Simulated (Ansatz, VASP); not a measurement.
# Al (Al(110)): VASP beside Ansatz, part 2 of 2

Wanted: the spread between two codes on one cell, functional and k mesh. Of the first pair: The cell is taken from a series of runs on this material, whose earlier steps may have relaxed, scaled, displaced or heated it; both programs get it as it stands.

VASP 6.6.1 and Ansatz 0.2.0.

So far. Step 4 (Differences): The forces differ by 0.5 meV/Å r.m.s., which is 0.9 % of the r.m.s. force of 0.059 eV/Å (both taken over all components). With vacuum in the cell, a pressure given here is an average over mostly empty space and none of the material.

## Step 5: Ansatz: relaxation, PBE

Level of this step: Ansatz beside VASP: Kohn-Sham DFT, plane waves, PBE (Ansatz).

The two programs are compared at the cell with which this relaxation starts, whose forces are those of its first step.

The structure compared here is the start of the Ansatz relaxation; VASP solves that cell, so the two are compared at the walk's first step.

The input, input.yaml:

```yaml
crystal:
  lattice:
    - [4.05, 0.0, 0.0]
    - [0.0, 2.8637824638, 0.0]
    - [0.0, 0.0, 24.5913473914]
  atoms:
    - { symbol: Al, position: [0.0, 0.0, 0.3253176767] }
    - { symbol: Al, position: [0.5, 0.5, 0.3835451178] }
    - { symbol: Al, position: [0.0, 0.0, 0.4417725589] }
    - { symbol: Al, position: [0.5, 0.5, 0.5] }
    - { symbol: Al, position: [0.0, 0.0, 0.5582274411] }
    - { symbol: Al, position: [0.5, 0.5, 0.6164548822] }
    - { symbol: Al, position: [0.0, 0.0, 0.6746823233] }
kpoints:
  mp_grid: { grid: [8, 11, 1] }
hamiltonian:
  xc: pbe
scf:
  occupations: { method: fermi_dirac, width: 0.1 }
efield:
  axis: 3
  dipole_correction: true
  ramp_width: 0.05
relax:
  f_tol: 0.02
  max_steps: 60
  constraints: [{ sites: [0, 1, 2] }]
output:
  write_potential: true
  write_density: true
  volumetric_format: npy
```

Launch:

```bash
> ansatz run input.yaml --threads 4 --pin off --max-ram 8192MiB --backend cpu --events-out ev --progress --plain --runs-dir out
```

Numbers of over 12 decimals in the logs are rounded to 6 here.

The log of the run:

```text
[...]
Crystal: 7 atoms, lattice volume = 285.218 Å³
Basis set: ecut = 420 eV, 5603 PW (Γ), exchange–correlation on 60×40×360 points (8 copies of the dense FFT grid, shifted against one another)
Bands: 18, of which v1, the nominal top of the filled ones, is band 11 counted from 1 (10 counted from 0)
Symmetry: 4 space group operations
k-points: 30 of 88
[...]
atoms:
    - { symbol: Al, position: [0.0, 0.0, 0.3253176767] }
    - { symbol: Al, position: [0.5, 0.5, 0.3835451178] }
    - { symbol: Al, position: [0.0, 0.0, 0.4417725589] }
    - { symbol: Al, position: [0.5, 0.5, 0.500600] }
    - { symbol: Al, position: [0.0, 0.0, 0.557994] }
    - { symbol: Al, position: [0.5, 0.5, 0.618907] }
    - { symbol: Al, position: [0.0, 0.0, 0.672381] }
[key lines of the parts left out:]
SCF converged after 5 iterations
Free energy (F): -3761.129803 eV
Fermi energy:    0.879375 eV
Dipole field:    D = 0.000761 V/Å  (p = 0.001199 e·Å, saw-weighted, corrected)
Work function:   Φ+ = 4.0237 eV   Φ− = 4.0425 eV
```

## Step 6: VASP: single point, PBE, start cell, pair 2

The same cell, functional, mesh and smearing now go to VASP, with its own data sets.

The input, INCAR:

```
SYSTEM = Al
PREC = Accurate
ENCUT = 400
EDIFF = 1E-06
NELM = 120
ISMEAR = -1
SIGMA = 0.1
LREAL = .FALSE.
ALGO = Normal
GGA = PE
NBANDS = 17
LORBIT = 11
LWAVE = .FALSE.
LCHARG = .FALSE.
ISIF = 2
LDIPOL = .TRUE.
IDIPOL = 3
DIPOL = 0.5 0.5 0.5
LVHAR = .TRUE.
LASPH = .TRUE.
GGA_COMPAT = .FALSE.
NELMDL = -8
KPAR = 2
```

The input, POSCAR:

```
Al
1.0
    4.0500000000      0.0000000000      0.0000000000
    0.0000000000      2.8637824638      0.0000000000
    0.0000000000      0.0000000000     24.5913473914
Al
7
Direct
    0.0000000000      0.0000000000      0.3253176767
    0.5000000000      0.4999999190      0.3835451084
    0.0000000000      0.0000000000      0.4417725400
    0.5000000000      0.4999999190      0.5000000124
    0.0000000000      0.0000000000      0.5582274440
    0.5000000000      0.4999999190      0.6164548757
    0.0000000000      0.0000000000      0.6746823074
```

The input, KPOINTS:

```
Automatic mesh
0
Gamma
8 11 1
0 0 0
```

Potentials, in the order of the species: Al (PBE family, release 64).

Launch:

```bash
> mpirun -np 2 vasp_std
```

The log of the run:

```text
[... set-up lines as in an earlier step ...]
 entering main loop
       N       E                     dE             d eps       ncg     rms          rms(c)
DAV:   1     0.507530946595E+02    0.50753E+02   -0.56391E+03  1020   0.699E+02
DAV:   2    -0.229862418522E+02   -0.73739E+02   -0.71014E+02  1425   0.127E+02
DAV:   3    -0.258452893827E+02   -0.28590E+01   -0.27560E+01  1336   0.269E+01
DAV:   4    -0.259606971607E+02   -0.11541E+00   -0.11517E+00  1837   0.629E+00
[...]
DAV:  23    -0.248203779620E+02   -0.64357E-05   -0.48802E-07   941   0.165E-03    0.307E-04
DAV:  24    -0.248203792730E+02   -0.13110E-05   -0.66387E-08   903   0.839E-04    0.201E-04
DAV:  25    -0.248203798881E+02   -0.61514E-06   -0.46450E-08   824   0.597E-04
   1 F= -.24820380E+02 E0= -.24775708E+02  d E =-.893442E-01
```

Parts of OUTCAR (step 6):

```text
  Total       -1.9934254     -2.6110661     -0.5530508     -0.0000000      0.0000000      0.0000000
  in kB      -11.1978126    -14.6673306     -3.1066921     -0.0000000      0.0000000      0.0000000
  external PRESSURE =      -9.6572784 kB  Pullay stress =       0.0000000 kB

 POSITION                                       TOTAL-FORCE (eV/Angst)
 -----------------------------------------------------------------------------------
      0.00000      0.00000      8.00000        -0.000000      0.000000      0.208878
      2.02500      1.43189      9.43189        -0.000000      0.000000     -0.217859
      0.00000      0.00000     10.86378        -0.000000      0.000000     -0.004700
      2.02500      1.43189     12.29567        -0.000000      0.000000     -0.000000
      0.00000      0.00000     13.72756        -0.000000      0.000000      0.004700
      2.02500      1.43189     15.15946         0.000000      0.000000      0.217859
      0.00000      0.00000     16.59135        -0.000000      0.000000     -0.208878
 -----------------------------------------------------------------------------------
    total drift:                               -0.000000     -0.000016      0.000065

  FREE ENERGIE OF THE ION-ELECTRON SYSTEM (eV)
  ---------------------------------------------------
  free  energy   TOTEN  =       -24.8203798881 eV

  energy  without entropy=      -24.7310357314  energy(sigma->0) =      -24.77570781

[... 2 parts as in an earlier step ...]

[... 1 further part left out ...]
[key lines of the parts left out:]
E-fermi :   0.9073
```

## Step 7: Side by side

Forces (eV/Å; atoms numbered as in POSCAR):

| atom | Ansatz x, y, z | VASP x, y, z |
| --- | --- | --- |
| Al1 | 0.000, 0.000, 0.207 | 0.000, 0.000, 0.209 |
| Al2 | 0.000, 0.000, -0.218 | 0.000, 0.000, -0.218 |
| Al3 | 0.000, 0.000, -0.005 | 0.000, 0.000, -0.005 |
| Al4 | 0.000, 0.000, 0.000 | 0.000, 0.000, 0.000 |
| Al5 | 0.000, 0.000, 0.005 | 0.000, 0.000, 0.005 |
| Al6 | 0.000, 0.000, 0.218 | 0.000, 0.000, 0.218 |
| Al7 | 0.000, 0.000, -0.207 | 0.000, 0.000, -0.209 |

The forces differ by 0.5 meV/Å r.m.s., which is 0.6 % of the r.m.s. force of 0.093 eV/Å (both taken over all components). With vacuum in the cell, a pressure given here is an average over mostly empty space and none of the material.

## Step 8: Summary of results

```yaml
r_m_s_force_difference_single_point_pbe_pair_1: 0.54 meV/Å
r_m_s_force_difference_single_point_pbe_start_cell_pair_2: 0.53 meV/Å
```

The r.m.s. force difference is 0.54 meV/Å (single point, PBE, pair 1), within the 12 meV/Å picked in this series as the mark of a large difference. 1 further run of this series is not shown here. How closely two codes agree says nothing of how well the functional describes the real material.

[Lines on the potential files, build, host, timing and source positions are cut from VASP's logs without a mark.]

[Logs are printed without paths, hosts, clocks, repeated set-up lines and the standing remarks that a program may print on its own settings, such as how far it seeks lower states.]

[Hosts, paths, dates, database ids (printed as entryN), source tags and the programs' standing remarks are cut or masked in the printed files.]
